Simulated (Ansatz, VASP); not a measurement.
## CmCl3 in two plane-wave programs

One calculation is typed for both programs; each brings its own data sets and cutoff. How far apart do they land?

Program: Ansatz 0.2.0. Level of theory: plane waves, with VASP 6.6.1 beside it; single point at PBE. Results are calculated unless marked as measured.

In doubt: an open 5f shell, unless half filled, can sit in one of many states, so energies may not be the lowest and differences between runs may mislead.

### 1. The starting structure

Symmetry: P6_3/m, No. 176, hexagonal system. The conventional cell has a = 7.374 Å, b = 7.374 Å, c = 4.185 Å, α = 90.00°, β = 90.00°, γ = 120.00°. Nearest to Cm lie 9 Cl at 2.86 to 2.91 Å. Nearest to Cl lie 3 Cm at 2.86 to 2.91 Å. Farther neighbours and most contacts between anions are not listed.

Coordinates:

```xyz
8
Lattice="7.3743 0.0000 0.0000 -3.6871 6.3863 0.0000 0.0000 0.0000 4.1850" Properties=species:S:1:pos:R:3 pbc="T T T"
Cm    3.6872    2.1288    3.1387
Cm    0.0000    4.2576    1.0462
Cl   -1.1430    5.8346    3.1387
Cl    4.4814    3.9072    1.0462
Cl    1.9372    4.4589    3.1387
Cl    4.8302    0.5518    1.0462
Cl   -0.7942    2.4792    3.1387
Cl    1.7499    1.9274    1.0462
```

### 2. VASP: single point, PBE

A single point gives forces, pressure and levels at one fixed geometry, so differences don't come from the geometry; what else differs is listed under the comparison.

Lines of VASP's logs that name or quote its potential files are left out, and so is its time.

File INCAR:

```
SYSTEM = CmCl3
PREC = Accurate
ENCUT = 400
EDIFF = 1E-06
NELM = 150
ISMEAR = -1
SIGMA = 0.05
LREAL = .FALSE.
ALGO = Normal
GGA = PE
NBANDS = 52
ISPIN = 2
MAGMOM = 7 7 0 0 0 0 0 0
LMAXMIX = 6
AMIX = 0.2
BMIX = 1E-04
AMIX_MAG = 0.8
BMIX_MAG = 1E-04
LORBIT = 11
LWAVE = .FALSE.
LCHARG = .FALSE.
KPAR = 4
ISIF = 2
```

File POSCAR:

```
CmCl3
1.0
    7.3743000000      0.0000000000      0.0000000000
   -3.6871500000      6.3863311351      0.0000000000
    0.0000000000      0.0000000000      4.1850000000
Cm Cl
2 6
Direct
    0.6666666667      0.3333333333      0.7500000000
    0.3333333333      0.6666666667      0.2500000000
    0.3017999999      0.9136000000      0.7500000000
    0.9136000000      0.6118000001      0.2500000000
    0.6118000001      0.6982000001      0.7500000000
    0.6982000001      0.0864000000      0.2500000000
    0.0864000000      0.3881999999      0.7500000000
    0.3881999999      0.3017999999      0.2500000000
```

File KPOINTS:

```
Automatic mesh
0
Gamma
4 4 7
0 0 0
```

Potentials, in the order of the species: Cm and Cl (PBE family, release 64).

Command:

```sh
mpirun -np 4 vasp_std
```

Numbers of over 12 decimals in the logs are rounded to 6 here.

The program printed:

```text
[banner, memory and clock lines left out]
running    4 mpi-ranks, on    1 nodes
 distrk:  each k-point on    1 cores,    4 groups
 distr:  one band on    1 cores,    1 groups

 POSCAR found type information on POSCAR CmCl
 POSCAR found :  2 types and       8 ions
 LDA part: xc-table for (Slater+PW92), standard interpolation
 POSCAR, INCAR and KPOINTS ok, starting setup
 FFT: planning ... GRIDC
 FFT: planning ... GRID_SOFT
 FFT: planning ... GRID
 WAVECAR not read
 entering main loop
       N       E                     dE             d eps       ncg     rms          rms(c)
DAV:   1     0.769967727953E+03    0.76997E+03   -0.29458E+04  3368   0.139E+03
DAV:   2     0.827443093114E+02   -0.68722E+03   -0.65766E+03  3808   0.383E+02
DAV:   3    -0.548585574183E+02   -0.13760E+03   -0.13161E+03  3856   0.163E+02
DAV:   4    -0.672052598605E+02   -0.12347E+02   -0.12198E+02  4640   0.443E+01
DAV:   5    -0.678851510038E+02   -0.67989E+00   -0.67850E+00  5976   0.823E+00    0.505E+01
DAV:   6    -0.753161943699E+02   -0.74310E+01   -0.17308E+02  4788   0.178E+02    0.714E+01
DAV:   7    -0.667724897395E+02    0.85437E+01   -0.37755E+01  4336   0.303E+01    0.444E+01
DAV:   8    -0.662796763141E+02    0.49281E+00   -0.81396E+00  4448   0.124E+01    0.261E+01
DAV:   9    -0.639561282893E+02    0.23235E+01   -0.55815E+00  4876   0.116E+01    0.192E+01
DAV:  10    -0.634475256848E+02    0.50860E+00   -0.29268E+00  5640   0.999E+00    0.179E+01
DAV:  11    -0.634580347807E+02   -0.10509E-01   -0.45557E-01  5096   0.337E+00    0.129E+01
DAV:  12    -0.635227269240E+02   -0.64692E-01   -0.50136E-01  5292   0.919E+00    0.790E+00
DAV:  13    -0.635872962135E+02   -0.64569E-01   -0.27584E-01  5168   0.470E+00    0.417E+00
DAV:  14    -0.635674819834E+02    0.19814E-01   -0.36966E-01  4900   0.360E+00    0.303E+00
DAV:  15    -0.635720192645E+02   -0.45373E-02   -0.61865E-02  4948   0.201E+00    0.119E+00
DAV:  16    -0.635709951908E+02    0.10241E-02   -0.79927E-03  5032   0.677E-01    0.793E-01
DAV:  17    -0.635719284266E+02   -0.93324E-03   -0.13161E-02  5100   0.153E+00    0.287E-01
DAV:  18    -0.635719771260E+02   -0.48699E-04   -0.66742E-03  4724   0.503E-01    0.522E-01
DAV:  19    -0.635719146779E+02    0.62448E-04   -0.34143E-04  5336   0.107E-01    0.428E-01
DAV:  20    -0.635715396940E+02    0.37498E-03   -0.11070E-03  4940   0.495E-01    0.215E-01
DAV:  21    -0.635715716967E+02   -0.32003E-04   -0.69858E-04  4908   0.119E-01    0.525E-02
DAV:  22    -0.635715792794E+02   -0.75827E-05   -0.50815E-05  5012   0.373E-02    0.251E-02
DAV:  23    -0.635715767881E+02    0.24914E-05   -0.11292E-05  4132   0.473E-02    0.175E-02
DAV:  24    -0.635715764295E+02    0.35861E-06   -0.54286E-06  3672   0.949E-03
   1 F= -.63571576E+02 E0= -.63571576E+02  d E =-.675721E-10  mag=    13.9997
```

From OUTCAR (step 2):

```text
ion  position               nearest neighbor table
   1  0.667  0.333  0.750-   6 2.86   6 2.86   4 2.86   4 2.86   8 2.86   8 2.86   7 2.91   3 2.91
                             5 2.91
   2  0.333  0.667  0.250-   3 2.86   3 2.86   7 2.86   7 2.86   5 2.86   5 2.86   4 2.91   6 2.91
                             8 2.91
   3  0.302  0.914  0.750-   2 2.86   2 2.86   1 2.91
   4  0.914  0.612  0.250-   1 2.86   1 2.86   2 2.91
   5  0.612  0.698  0.750-   2 2.86   2 2.86   1 2.91
   6  0.698  0.086  0.250-   1 2.86   1 2.86   2 2.91
   7  0.086  0.388  0.750-   2 2.86   2 2.86   1 2.91
   8  0.388  0.302  0.250-   1 2.86   1 2.86   2 2.91

  LATTYP: Found a hexagonal cell.
 ALAT       =     7.3743000000
 C/A-ratio  =     0.5675114926

 Subroutine GETGRP returns: Found 12 space group operations
 (whereof  6 operations were pure point group operations)

The static configuration has the point symmetry S_6 .
 The point group associated with its full space group is C_6h.

 Found     16 irreducible k-points:

   k-points           NKPTS =     16   k-points in BZ     NKDIM =     16   number of bands    NBANDS=     52

   dimension x,y,z NGX =    48 NGY =   48 NGZ =   28
   dimension x,y,z NGXF=    96 NGYF=   96 NGZF=   56

   ENCUT  =  400.0 eV  29.40 Ry    5.42 a.u.  12.03 12.03  6.82*2*pi/ulx,y,z

   NELECT =      78.0000    total number of electrons

 k-points in reciprocal lattice and weights: Automatic mesh
   0.00000000  0.00000000  0.00000000       0.009
   0.25000000  0.00000000  0.00000000       0.054
   0.50000000  0.00000000  0.00000000       0.027
   0.25000000  0.25000000  0.00000000       0.054
   0.00000000  0.00000000  0.14285714       0.018
   0.25000000  0.00000000  0.14285714       0.107
   0.50000000  0.00000000  0.14285714       0.054
   0.25000000  0.25000000  0.14285714       0.107
   0.00000000  0.00000000  0.28571429       0.018
[...]
0.50000000  0.00000000  0.42857143       0.054
   0.25000000  0.25000000  0.42857143       0.107

 average (electrostatic) potential at core
       1 -89.8304       2 -89.8304       3 -90.8549       4 -90.8549       5 -90.8549
       6 -90.8549       7 -90.8549       8 -90.8549

 E-fermi :   4.2138

 spin component 1
 k-point     1 :       0.0000    0.0000    0.0000
  band No.  band energies     occupation
    ...
     42       2.7128      1.00000
     43       2.7128      1.00000
     44       2.8015      1.00000
     45       2.8040      1.00000
     46       2.8040      1.00000
     47       7.1796      0.00000
     48       7.7821      0.00000
     49       7.7821      0.00000
     50       8.4034      0.00000
     51       8.6259      0.00000
    ...

 k-point     2 :       0.2500    0.0000    0.0000
  band No.  band energies     occupation
    ...
     42       2.7579      1.00000
     43       2.7644      1.00000
     44       2.7925      1.00000
     45       2.8793      1.00000
     46       2.9674      1.00000
     47       7.3999      0.00000
     48       7.7023      0.00000
     49       7.8972      0.00000
     50       8.3923      0.00000
     51       8.6940      0.00000
    ...

 k-point     3 :       0.5000    0.0000    0.0000
  band No.  band energies     occupation
    ...
     42       2.7581      1.00000
     43       2.7585      1.00000
     44       2.7867      1.00000
     45       3.0084      1.00000
     46       3.0928      1.00000
     47       7.5931      0.00000
     48       7.6644      0.00000
     49       7.9982      0.00000
     50       8.2951      0.00000
     51       8.4663      0.00000
    ...

 k-point     4 :       0.2500    0.2500    0.0000
  band No.  band energies     occupation
    ...
     42       2.6833      1.00000
     43       2.7648      1.00000
     44       2.9403      1.00000
     45       3.0322      1.00000
     46       3.0782      1.00000
     47       7.6132      0.00000
     48       7.7899      0.00000
     49       7.9074      0.00000
     50       8.2447      0.00000
     51       8.4149      0.00000
    ...

 k-point     5 :       0.0000    0.0000    0.1429
  band No.  band energies     occupation
    ...
     42       2.7152      1.00000
     43       2.7152      1.00000
     44       2.7339      1.00000
     45       2.7863      1.00000
     46       2.7863      1.00000
     47       7.4088      0.00000
     48       7.8126      0.00000
     49       7.8126      0.00000
     50       8.6505      0.00000
     51       8.6505      0.00000
    ...

 k-point     6 :       0.2500    0.0000    0.1429
  band No.  band energies     occupation
    ...
     42       2.6984      1.00000
     43       2.7949      1.00000
     44       2.8274      1.00000
     45       2.8516      1.00000
     46       2.9709      1.00000
     47       7.5944      0.00000
     48       7.7913      0.00000
     49       7.9695      0.00000
     50       8.4353      0.00000
     51       8.6899      0.00000
    ...

  Total        1.8573575      1.8573575      1.7387635      0.0000000      0.0000000      0.0000000
  in kB       15.0986596     15.0986596     14.1345962      0.0000002      0.0000000      0.0000000
  external PRESSURE =      14.7773051 kB  Pullay stress =       0.0000000 kB

  energy-cutoff  :      400.00
  volume of cell :      197.09
      direct lattice vectors                 reciprocal lattice vectors
     7.374300000  0.000000000  0.000000000     0.135606091  0.078292213  0.000000000
    -3.687150000  6.386331135  0.000000000     0.000000000  0.156584427  0.000000000
     0.000000000  0.000000000  4.185000000     0.000000000  0.000000000  0.238948626

 POSITION                                       TOTAL-FORCE (eV/Angst)
 -----------------------------------------------------------------------------------
      3.68715      2.12878      3.13875        -0.000000      0.000000      0.000000
     -0.00000      4.25755      1.04625        -0.000000     -0.000000     -0.000000
     -1.14302      5.83455      3.13875        -0.028648      0.014501     -0.000000
      4.48136      3.90716      1.04625        -0.001766      0.032061      0.000000
      1.93723      4.45894      3.13875         0.026882      0.017560      0.000000
      4.83017      0.55178      1.04625         0.028648     -0.014501      0.000000
     -0.79421      2.47917      3.13875         0.001766     -0.032061     -0.000000
      1.74992      1.92739      1.04625        -0.026882     -0.017560      0.000000
 -----------------------------------------------------------------------------------
    total drift:                                0.000000     -0.000000     -0.000000

  FREE ENERGIE OF THE ION-ELECTRON SYSTEM (eV)
  ---------------------------------------------------
  free  energy   TOTEN  =       -63.5715764295 eV

  energy  without entropy=      -63.5715764294  energy(sigma->0) =      -63.57157643

 total charge
# of ion       s       p       d       f       tot
--------------------------------------------------
    1        2.119   6.271   0.544   7.048  15.982
    2        2.119   6.271   0.544   7.048  15.982
    3        1.600   3.552   0.000   0.000   5.153
    4        1.600   3.552   0.000   0.000   5.153
    5        1.600   3.552   0.000   0.000   5.153
    6        1.600   3.552   0.000   0.000   5.153
    7        1.600   3.552   0.000   0.000   5.153
    8        1.600   3.552   0.000   0.000   5.153
--------------------------------------------------
tot         13.839  33.856   1.089  14.097  62.880

 magnetization (x)
# of ion       s       p       d       f       tot
--------------------------------------------------
    1        0.018  -0.126   0.088   6.753   6.733
    2        0.018  -0.126   0.088   6.753   6.733
    3        0.000  -0.004   0.000   0.000  -0.003
    4        0.000  -0.004   0.000   0.000  -0.003
    5        0.000  -0.004   0.000   0.000  -0.003
    6        0.000  -0.004   0.000   0.000  -0.003
    7        0.000  -0.004   0.000   0.000  -0.003
    8        0.000  -0.004   0.000   0.000  -0.003
--------------------------------------------------
tot          0.037  -0.274   0.176  13.506  13.446

[... 6 further parts left out ...]
```

Without U or exact exchange the f electrons of Cm come out too delocalised, which can shrink the cell and pin f bands at the Fermi level.

(Part 1 of 2 ends here.)

[Lines on the potential files, build, host, timing and source positions are cut from VASP's logs without a mark.]

[Logs are printed without paths, hosts, clocks, repeated set-up lines and the standing remarks that a program may print on its own settings, such as how far it seeks lower states.]

[Hosts, paths, dates, database ids (printed as entryN), source tags and the programs' standing remarks are cut or masked in the printed files.]
